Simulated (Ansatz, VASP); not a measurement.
## Co: VASP beside Ansatz

Wanted: the spread between two codes on one cell, functional and k mesh. The cell is a member of a volume series, scaled by 1.04 from a relaxed one, so a pressure remains. Valence electrons are named where the data sets of a main pair hold unlike numbers.

Method: plane waves, with VASP 6.6.1 beside it; zone-centre phonons at LDA, in Ansatz 0.2.0.

## Step 1: The structure

The structure is hexagonal, space group P6_3/mmc (No. 194). Conventional cell: a = 2.460 Å, b = 2.460 Å, c = 3.961 Å, α = 90.00°, β = 90.00°, γ = 120.00°. Nearest to Co lie 12 Co at 2.44 to 2.46 Å.

As a file:

```cif
data_structure
_symmetry_space_group_name_H-M 'P6_3/mmc'
_symmetry_Int_Tables_number 194
_cell_length_a 2.4597
_cell_length_b 2.4597
_cell_length_c 3.9610
_cell_angle_alpha 90.000
_cell_angle_beta 90.000
_cell_angle_gamma 120.000
_cell_volume 20.75
loop_
_atom_site_label
_atom_site_type_symbol
_atom_site_symmetry_multiplicity
_atom_site_Wyckoff_symbol
_atom_site_fract_x
_atom_site_fract_y
_atom_site_fract_z
_atom_site_occupancy
Co1 Co 2 c 0.33333 0.66667 0.25000 1
```

## Step 2: Ansatz: zone-centre phonons, LDA, volume scaled by 1.04

Ansatz runs on its default PAW (the set named soft_2) files.

Second derivatives magnify differences that forces hide, and they need a tight electronic threshold.

The input, input.yaml:

```yaml
crystal:
  lattice:
    - [2.4597260116, 0.0, 0.0]
    - [-1.2298630058, 2.1301852125, 0.0]
    - [0.0, 0.0, 3.9610468805]
  atoms:
    - { symbol: Co, position: [0.33333333, 0.66666667, 0.25], spin: 2.0 }
    - { symbol: Co, position: [0.66666667, 0.33333333, 0.75], spin: 2.0 }
hamiltonian:
  xc: lda
  pseudopotentials: { kind: paw }
magnetization:
  spin_polarized: true
kpoints:
  mp_grid: { grid: [24, 24, 14] }
scf:
  occupations: { method: gaussian, width: 0.05 }
phonons:
  method: dfpt
  qpoints: [[0, 0, 0]]
```

Command:

```
$ ansatz run input.yaml --threads 4 --pin off --max-ram 9216MiB --backend cpu --events-out ev --progress --plain --runs-dir out
```

Numbers of over 12 decimals in the logs are rounded to 6 here.

What it wrote:

```text
zone centre: on kpoints.mp_grid the ground state, and the responses unless they are solved on pairs of k-points, stand on 1256 of the mesh's 8064 k-points, reduced under 4 symmetry operations, with k and −k counted as one. Each operation leaves every solved displacement unchanged or reverses it
Engine: ansatz 0.2.0, aarch64-unknown-linux-gnu
Pseudopotentials: kind: paw
Pseudopotential: Co, paw, valence charge 17, recommended cutoff 420 eV (normal), Co.paw.azcp
Functional definition: SPW92
  exchange = slater_x
  correlation = pw_c
Crystal: 2 atoms, lattice volume = 20.755 Å³
Basis set: ecut = 420 eV, 391 PW (Γ), exchange–correlation on 36×36×60 points (8 copies of the dense FFT grid, shifted against one another)
Bands: 23, of which v1, the nominal top of the filled ones, is band 17 counted from 1 (16 counted from 0)
Symmetry: 24 space group operations
Space group: P63/mmc (ITA 194), of the structure as read, at distance tolerance 2.7e-5 Å
Magnetic group: BNS 194.263 (UNI 1493), of the structure as read, at distance tolerance 2.7e-5 Å
k-points: 488 of 8064
Non-local potential: Co, projectors of the file, l = 0: 3, l = 1: 2, l = 2: 3, l = 3: 1
PAW form: soft (Blöchl's): semilocal exchange-correlation on the pseudo side does not see the compensation charge
PAW frozen core: Co, regenerated for the run's functional, and the local potential with it (the file was generated under x = pbe(κ = 0.804, μ = 0.219515), c = pbe(β = 0.066725))
PAW one-centre angular grid: Co, 590 points (default); XC on 64 Gauss nodes
Initial density: superposition of atomic densities (chi_scale 0.1, normalization cell)
Starting moments: Σ|m| = 4 μB on 2 of 2 sites
Initial wavefunctions: pseudopotential atomic-orbital guess
Functional: x = slater, c = lda
SCF 1 converged in 11 iterations: F = -10125.514784 eV  dr2 = 2.66e-10
  greatest PAW one-centre occupation: 1.002 electrons in one spin orbital (limit 2), on the Co atom at site 1 (counted from 0), in its partial waves of l = 1
a single point of the input's cell can leave the moments in the input for a lower state (scf.lower_state_search): this run first made a single point of its cell. This run's own SCFs start from the density of the state that the single point found, with the moments in the input. The single point stayed on the moments in the input.
k-points: 1256 of 8064 (irreducible under 4 space group operations, time reversal used)
Initial density: read from a saved state, or passed on in memory by an earlier SCF of this step, an earlier step, the calling program or the single point that the run made first
Stability of the state it starts from, as read at its close in the collinear treatment: not read negative (Ritz values of 1 − χ₀K, real part plus size of imaginary part, from 0.19 to 0.86, by its mixing steps under the symmetry group of the SCF that read it); its run was given moments
Starting moments: Σ|m| = 4 μB on 2 of 2 sites; this step starts from the density that it was given
iter 1 solved again at ethr=4.37e-9 eV; its pass at ethr=3.10e-3 eV (dr2=1.49e-6 eV) is discarded
SCF iter   1: F=—  HF=-10125.514784 eV  |F-HF|=—  |Δ(HF+E_count)|=         —  Δρ=1.16e-6 (↑1.16e-6 ↓2.98e-7)  dr2=2.96e-11  dr2_m=9.24e-11  M=3.064 μB ∫|m|=3.274 μB  β_m=0.65  ethr=4.37e-9  ⟨swp⟩=4.0  Hψ=414743  notcnv=0
preconditioner: auto → none  [metal: Δε(μ)=0.006 eV  Ē_g=9.841 eV  σ=0.050 eV  W_gap=0.06  n_scr=2 (ndim 8)  ℏωp=34.6 eV  f_vac=0.000  D(μ)=1.66/eV (n_scr^D=22)]
SCF iter   2: F=—  HF=-10125.514784 eV  |F-HF|=—  |Δ(HF+E_count)|=   2.13e-8  Δρ=4.50e-7 (↑2.60e-7 ↓4.50e-7)  dr2=9.87e-12  dr2_m=2.19e-11  M=3.064 μB ∫|m|=3.274 μB  β_m=0.62  ethr=1.00e-12  ⟨swp⟩=2.6  Hψ=111200  notcnv=0
SCF iter   3: F=—  HF=-10125.514784 eV  |F-HF|=—  |Δ(HF+E_count)|=  2.73e-11  Δρ=3.76e-7 (↑3.76e-7 ↓1.07e-7)  dr2=2.30e-11  dr2_m=4.10e-12  M=3.064 μB ∫|m|=3.274 μB  β_m=0.55  ethr=1.00e-12  ⟨swp⟩=1.0  Hψ=57776  notcnv=0
SCF iter   4: F=—  HF=-10125.514784 eV  |F-HF|=—  |Δ(HF+E_count)|=  7.28e-12  Δρ=7.96e-8 (↑7.96e-8 ↓4.42e-8)  dr2=6.44e-13  dr2_m=1.52e-13  M=3.064 μB ∫|m|=3.274 μB  β_m=0.56  ethr=1.00e-12  ⟨swp⟩=1.0  Hψ=57783  notcnv=0
SCF iter   5: F=—  HF=-10125.514784 eV  |F-HF|=—  |Δ(HF+E_count)|=    0.00e0  Δρ=5.08e-8 (↑5.08e-8 ↓4.32e-8)  dr2=1.16e-12  dr2_m=2.14e-14  M=3.064 μB ∫|m|=3.274 μB  β_m=0.78  ethr=1.00e-12  ⟨swp⟩=1.0  Hψ=57776  notcnv=0
SCF iter   6: F=-10125.514784 eV  HF=-10125.514784 eV  |F-HF|=5.46e-12  |Δ(HF+E_count)|=  7.28e-12  Δρ=9.62e-8 (↑6.08e-8 ↓9.62e-8)  dr2=3.01e-12  dr2_m=7.84e-14  M=3.064 μB ∫|m|=3.274 μB  ethr=1.00e-12  ⟨swp⟩=3.3  Hψ=201365  notcnv=0
SCF 2 converged in 6 iterations: F = -10125.514784 eV  dr2 = 3.01e-12
DFPT response loops at Γ: preconditioner auto → Kerker (q_TF=auto, 2.962 Å⁻¹) (partly filled bands, converged f_vac=0.000); β = 1.00, the filter's whole step (`scf.mixing.beta` (0.30) is not read by the response loops under this deck's `scf.mixing.preconditioner`; to damp them name `kerker` or `kerker_dos`, under which they read `scf.mixing.beta`, and type it under 1.00, their step now; both keys bind the ground state too); Broyden in place of MSR1
SCF converged after 6 iterations
Magnetization: 3.0642 μB (18.5321 up, 15.4679 down)
Absolute magnetization: 3.2751 μB (∫|ρ↑−ρ↓|, with the PAW one-centre terms)
Spin contamination: 0.0339 ħ² per cell (⟨S²⟩ above its minimum at these occupations)
Per-site moments (μB) at R_I (Å): [(1.581147, 1.005284), (1.581147, 1.005284)]
Free energy (F): -10125.514784 eV
Harris-Foulkes:  -10125.514784 eV  (|F-HF|=5.46e-12)
Internal energy: -10125.512709 eV  (E = F + TS)
E sigma→0 (E₀):  -10125.513746 eV
Entropy (-TS):   -0.002075 eV (-1.037 meV/atom)
Fermi energy:    19.230657 eV
--- Per-component energies (eV) ---
  E_band       = -461.599684
  E_kinetic    = 910.365195
  E_local      = -5546.103826  (includes V_loc(G=0)·N_el)
  E_nonlocal   = 918.300911
  E_hartree    = 2322.059979
  E_xc         = -316.137157
  E_vxc        = -410.424696  (∫ρ·V_xc dr)
  E_paw        = -2904.690731  (= ΣΔE_a)
  E_vpaw       = -977.857453  (= ΣTr[D̂ρ^β])
  E_aug_tail   = 0.000060  (compensation charges beyond the density's cutoff)
  E_ewald      = -5510.143640
  E_core_change = 0.836501  (= ΣΔE_core)
  E_smearing   = -0.002075  (= −TS)
  E_closure    = -0.000000  (closes the sum)
  Σ components = -10125.514784   (vs F -10125.514784, Δ=0.00e0)
--- Band table (eV; the first three rows and the last of 2512) ---
  k-point 0 ↑: bands = [... 13 lower, 17.0323, 17.0323, 17.4025, 17.4025, 18.6312, 18.6312, 19.0962, 26.0575, ... 2 higher]
  k-point 1 ↑: bands = [... 13 lower, 17.0160, 17.0160, 17.4410, 17.4410, 18.6289, 18.6289, 18.8795, 26.3764, ... 2 higher]
  k-point 2 ↑: bands = [... 13 lower, 16.9699, 16.9699, 17.5427, 17.5427, 18.3408, 18.6198, 18.6198, 27.2287, ... 2 higher]
  k-point 1255 ↓: bands = [... 13 lower, 17.5035, 18.9061, 18.9061, 20.5139, 20.5139, 22.8657, 22.8657, 30.6354, ... 2 higher]
--- Phonons (Γ-DFPT): 2 representative perturbations + reference, on 1256 of 8064 k-points (Σ response iterations 6) ---
  k mesh reduced under 4 symmetry operations, with k and −k counted as one. Each operation leaves every solved displacement unchanged or reverses it
  ASR residual: 7.941e-5 → 0.000e0 eV/Å²; symmetrization residual: 7.665e-13 eV/Å²
  ASR residual per site (eV/Å²): 7.94e-5 7.94e-5
  Γ frequencies (cm⁻¹): 0.00 0.00 0.00 159.41 159.41 263.70
  non-analytic LO–TO correction: not included (Born effective charges unavailable; polar crystals: no LO–TO splitting at Γ)
--- Phonons (arbitrary-q DFPT): 1 explicit q-point ---
  q = [0, 0, 0] (of the zone-centre solve; hermiticity 5.90e-14, symmetrization 1.02e-13): -0.00 -0.00 -0.00 159.41 159.41 263.70
  sum rule: each row above includes the acoustic sum rule's correction from the zone centre's row sums; it moved no ω² by more than (0.61 cm⁻¹)²
```

Elapsed: 79 s, on 4 threads of Arm Neoverse V2, shared host; peak memory 3.2 GiB.

(Part 1 of 2 ends here.)

[Lines on the potential files, build, host, timing and source positions are cut from VASP's logs without a mark.]

[Logs are printed without paths, hosts, clocks, repeated set-up lines and the standing remarks that a program may print on its own settings, such as how far it seeks lower states.]

[Hosts, paths, dates, database ids (printed as entryN), source tags and the programs' standing remarks are cut or masked in the printed files.]
